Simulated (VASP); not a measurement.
Here is the system:

```xyz
18
Lattice="3.8181 0.0000 0.0000 0.0000 5.3996 0.0000 0.0000 0.0000 26.4811" Properties=species:S:1:pos:R:3 pbc="T T T"
F      0.0000     1.3499     8.4679
F      0.0000     4.0497     8.4679
F      1.9091     1.3499    10.3770
F      0.0000     1.3499    12.2860
F      0.0000     4.0497    12.2860
F      1.9091     4.0497    10.3770
F      1.9091     1.3499    14.1951
F      0.0000     1.3499    16.1041
F      0.0000     4.0497    16.1041
F      1.9091     4.0497    14.1951
F      1.9091     1.3499    18.0132
F      1.9091     4.0497    18.0132
Cd     1.9091     2.6998     8.4679
Cd     0.0000     0.0000    10.3770
Cd     1.9091     2.6998    12.2860
Cd     0.0000     0.0000    14.1951
Cd     1.9091     2.6998    16.1041
Cd     0.0000     0.0000    18.0132
```

Calculation: PBEsol GGA, VASP's PBE PAW potentials (set 64) (plane waves; VASP). Run with PREC = Normal, LREAL = Auto, EDIFF = 1E-5, 450 eV cut-off, 5×4×1 Γ-centred mesh, Gaussian smearing of 0.050 eV, potentials F Cd.

Problem. The ions are relaxed. What does this cell relax into?

Solution. 
```xyz
18
Lattice="3.8181 0.0000 0.0000 0.0000 5.3996 0.0000 0.0000 0.0000 26.4811" Properties=species:S:1:pos:R:3 pbc="T T T"
F      3.8181     1.4228     8.4221
F      0.0000     3.9769     8.4221
F      1.9091     1.3257    10.4047
F      0.0000     1.3490    12.2634
F      0.0000     4.0507    12.2634
F      1.9091     4.0739    10.4047
F      1.9091     1.3509    14.2177
F      0.0000     1.3741    16.0764
F      3.8181     4.0255    16.0764
F      1.9091     4.0488    14.2177
F      1.9091     1.2771    18.0590
F      1.9091     4.1226    18.0590
Cd     1.9091     2.6998     8.6161
Cd     0.0000     0.0000    10.2772
Cd     1.9091     2.6998    12.3284
Cd     0.0000     0.0000    14.1527
Cd     1.9091     2.6998    16.2039
Cd     0.0000     0.0000    17.8650
```

Problem. How much energy does the relaxation gain?

Solution. The energy (σ→0) changes by -17.7 meV/atom, in 9 ionic steps.

The cell is a thin slab with vacuum, built from CdF2 (fluorite): (110) face.
